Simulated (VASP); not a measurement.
Calculation: PBE GGA, VASP's PBE PAW potentials (set 64) (plane waves; VASP).

Input for VASP

**INCAR**
```
ALGO=Fast
EDIFF=1E-5
EDIFFG=-0.03
ENCUT=400
GGA=PE
IBRION=2
ISIF=2
ISMEAR=0
ISPIN=2
ISYM=0
LASPH=.True.
LCHARG=.False.
LMAXMIX=4
LORBIT=10
LREAL=Auto
LWAVE=.False.
MAGMOM=63*0.0317
NELECT=314.0
NELM=100
NELMIN=4
NSW=60
NUPDOWN=2
PREC=Normal
SIGMA=0.05
SYSTEM=Pb31Te32
```

File POSCAR:
```
Pb31Te32
1.0
 13.1200611136   0.0000000000   0.0000000000
  0.0000000000  13.1200611136   0.0000000000
  0.0000000000   0.0000000000  13.1200611136
Te Pb
32 31
Cart
  9.8400458352   3.2800152784   3.2800152784
  0.0000000000   6.5600305568   3.2800152784
  0.0000000000   3.2800152784   6.5600305568
  3.2800152784   3.2800152784   3.2800152784
  6.5600305568   6.5600305568   3.2800152784
  9.8400458352   9.8400458352   3.2800152784
  0.0000000000   0.0000000000   3.2800152784
  6.5600305568   3.2800152784   6.5600305568
  9.8400458352   6.5600305568   6.5600305568
  0.0000000000   9.8400458352   6.5600305568
  9.8400458352   3.2800152784   9.8400458352
  0.0000000000   6.5600305568   9.8400458352
  0.0000000000   3.2800152784   0.0000000000
  3.2800152784   9.8400458352   3.2800152784
  6.5600305568   0.0000000000   3.2800152784
  3.2800152784   6.5600305568   6.5600305568
  6.5600305568   9.8400458352   6.5600305568
  9.8400458352   0.0000000000   6.5600305568
  3.2800152784   3.2800152784   9.8400458352
  6.5600305568   6.5600305568   9.8400458352
  9.8400458352   9.8400458352   9.8400458352
  0.0000000000   0.0000000000   9.8400458352
  6.5600305568   3.2800152784   0.0000000000
  9.8400458352   6.5600305568   0.0000000000
  0.0000000000   9.8400458352   0.0000000000
  3.2800152784   0.0000000000   6.5600305568
  3.2800152784   9.8400458352   9.8400458352
  6.5600305568   0.0000000000   9.8400458352
  3.2800152784   6.5600305568   0.0000000000
  6.5600305568   9.8400458352   0.0000000000
  9.8400458352   0.0000000000   0.0000000000
  3.2800152784   0.0000000000   0.0000000000
  6.5600305568   0.0000000000   0.0000000000
  9.8400458352   3.2800152784   0.0000000000
  9.8400458352   0.0000000000   3.2800152784
  0.0000000000   0.0000000000   0.0000000000
  3.2800152784   3.2800152784   0.0000000000
  6.5600305568   6.5600305568   0.0000000000
  9.8400458352   9.8400458352   0.0000000000
  3.2800152784   0.0000000000   3.2800152784
  6.5600305568   3.2800152784   3.2800152784
  9.8400458352   6.5600305568   3.2800152784
  6.5600305568   0.0000000000   6.5600305568
  9.8400458352   3.2800152784   6.5600305568
  9.8400458352   0.0000000000   9.8400458352
  0.0000000000   6.5600305568   0.0000000000
  3.2800152784   9.8400458352   0.0000000000
  0.0000000000   3.2800152784   3.2800152784
  3.2800152784   6.5600305568   3.2800152784
  6.5600305568   9.8400458352   3.2800152784
  0.0000000000   0.0000000000   6.5600305568
  3.2800152784   3.2800152784   6.5600305568
  9.8400458352   9.8400458352   6.5600305568
  3.2800152784   0.0000000000   9.8400458352
  6.5600305568   3.2800152784   9.8400458352
  9.8400458352   6.5600305568   9.8400458352
  0.0000000000   9.8400458352   3.2800152784
  0.0000000000   6.5600305568   6.5600305568
  3.2800152784   9.8400458352   6.5600305568
  0.0000000000   3.2800152784   9.8400458352
  3.2800152784   6.5600305568   9.8400458352
  6.5600305568   9.8400458352   9.8400458352
  0.0000000000   9.8400458352   9.8400458352
```

KPOINTS:
```
Automatic
0
gamma
  1 1 1
0 0 0
```

POTCAR, in this order: Te Pb (PBE.64 set). Program: vasp_gam.

Q: What will the output report for the number of irreducible k-points (NKPTS), largest plane-wave count, FFT grid (NGX, NGY, NGZ)?

A: 
| Property | Result |
|---|---|
| number of irreducible k-points (NKPTS) | 1 |
| largest plane-wave count | 20422 |
| FFT grid (NGX, NGY, NGZ) | 64 × 64 × 64 |

The cell is a supercell with a defect, built from PbTe (rock salt): vac_Pb, charge +2.
